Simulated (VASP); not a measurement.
An input for Ansatz (written as the equivalent of a VASP run, and not itself run):

Ansatz 0.2 input:
```yaml
crystal:
  lattice:
    - [3.8806920, 0.0000000, 0.0000000]
    - [-1.9403460, 3.3607780, 0.0000000]
    - [0.0000000, 0.0000000, 19.0355040]
  atoms:
    - { symbol: Zn, position: [0.3333330, 0.6666670, 0.8332600] }
    - { symbol: Zn, position: [0.6666670, 0.3333330, 0.3332600] }
    - { symbol: Zn, position: [0.6666670, 0.3333330, 0.6668600] }
    - { symbol: Zn, position: [0.3333330, 0.6666670, 0.1668600] }
    - { symbol: Zn, position: [0.0000000, 0.0000000, 0.4999400] }
    - { symbol: Zn, position: [0.0000000, 0.0000000, 0.9999400] }
    - { symbol: S, position: [0.3333330, 0.6666670, 0.9581200] }
    - { symbol: S, position: [0.6666670, 0.3333330, 0.4581200] }
    - { symbol: S, position: [0.6666670, 0.3333330, 0.7917100] }
    - { symbol: S, position: [0.3333330, 0.6666670, 0.2917100] }
    - { symbol: S, position: [0.0000000, 0.0000000, 0.6251100] }
    - { symbol: S, position: [0.0000000, 0.0000000, 0.1251100] }
kpoints:
  mp_grid: { grid: [5, 5, 1] }
hamiltonian:
  xc: pbe
  pseudopotentials: { kind: paw }
scf:
  occupations: { method: gaussian, width: 0.01 }
  max_iter: 100
output: { forces: true, stress: true, eigenvalues: true }
```

**Question.** Write the VASP files for the same calculation (PBE).

**Answer.** Several could match; the one computed here: 
### INCAR
```
SYSTEM = ZnS
PREC = Accurate; ENCUT = 300; LREAL = F
LASPH = T
EDIFF = 1E-6; NELM = 100; ALGO = Normal
LMAXMIX = 4
ISMEAR = 0; SIGMA = 0.01
GGA = PE
ISIF = 2
LWAVE = F; LCHARG = F
```

File POSCAR:
```
ZnS
1
    3.8806920000     0.0000000000     0.0000000000
   -1.9403460000     3.3607780000     0.0000000000
    0.0000000000     0.0000000000    19.0355040000
Zn S
6 6
Direct
  0.3333330000   0.6666670000   0.8332600000
  0.6666670000   0.3333330000   0.3332600000
  0.6666670000   0.3333330000   0.6668600000
  0.3333330000   0.6666670000   0.1668600000
  0.0000000000   0.0000000000   0.4999400000
  0.0000000000   0.0000000000   0.9999400000
  0.3333330000   0.6666670000   0.9581200000
  0.6666670000   0.3333330000   0.4581200000
  0.6666670000   0.3333330000   0.7917100000
  0.3333330000   0.6666670000   0.2917100000
  0.0000000000   0.0000000000   0.6251100000
  0.0000000000   0.0000000000   0.1251100000
```

**KPOINTS**
```
Automatic
0
Gamma
  5 5 1
```

POTCAR, in this order: Zn S (PBE.64 set). Program: vasp_std.

Limits of the translation: each code has its own PAW files, so the cut-off isn't converted (ENCUT is set for VASP's; basis.ecutwfc is left out, and Ansatz then takes the one that its files recommend); Ansatz stops its SCF on the density residual and VASP on the energy change (EDIFF).

The structure comes from a computed database's ZnS entry; how it stands against other phases isn't given here. The cell was not relaxed at this level.
